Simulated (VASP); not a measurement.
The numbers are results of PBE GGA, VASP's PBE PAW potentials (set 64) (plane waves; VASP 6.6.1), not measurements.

VASP input:

POSCAR:
```
Al3Sc
1
    4.0655418258     0.0000000000     0.0000000000
    0.0000000000     4.0655418258     0.0000000000
    0.0000000000     0.0000000000     4.0655418258
Sc Al
1 3
Direct
  0.0000000000   0.0000000000   0.0000000000
  0.0000000000   0.5000000000   0.5000000000
  0.5000000000   0.0000000000   0.5000000000
  0.5000000000   0.5000000000   0.0000000000
```

**KPOINTS**
```
kpoints
0
G
8 8 8
```

INCAR:
```
# general
SYSTEM  = Al3Sc
PREC    = Accurate
ENCUT   = 520
LREAL   = F
LASPH   = T

# electronic loop
EDIFF   = 1E-7
NELM    = 100
ALGO    = Normal
LMAXMIX = 4

# smearing
ISMEAR  = 1
SIGMA   = 0.1

# functional
GGA     = PE

# ions
ISIF    = 2

# output
LWAVE   = F
LCHARG  = F
```

POTCAR, in this order: Sc_sv Al (PBE.64 set). Program: vasp_std.

Question: Predict the energy per atom (σ→0), pressure, band gap (on the k-mesh).

Answer: 
```json
{
  "energy per atom (σ→0)": "-4.820 eV/atom",
  "band gap (on the k-mesh)": "none (metal, semimetal or under 0.01 eV)",
  "pressure": "2.74 GPa"
}
```

### OSZICAR
```
...
DAV:   8    -0.192808930407E+02    0.23419E-01   -0.37477E-02  1484   0.168E+00    0.222E-01
DAV:   9    -0.192806156778E+02    0.27736E-03   -0.29390E-03  1244   0.428E-01    0.882E-02
DAV:  10    -0.192805656100E+02    0.50068E-04   -0.20670E-04  1518   0.139E-01    0.682E-02
DAV:  11    -0.192805640796E+02    0.15304E-05   -0.33451E-05  1528   0.403E-02    0.415E-02
DAV:  12    -0.192805572250E+02    0.68546E-05   -0.24291E-05  1494   0.470E-02    0.522E-03
DAV:  13    -0.192805573590E+02   -0.13397E-06   -0.71494E-07  1278   0.888E-03    0.208E-03
DAV:  14    -0.192805574297E+02   -0.70681E-07   -0.16934E-07   880   0.485E-03
   1 F= -.19280557E+02 E0= -.19280123E+02  d E =-.130326E-02
```

The compound is Al3Sc in the L1_2 structure. This cell is one point of a volume scan, at 0.97 of the reference volume.
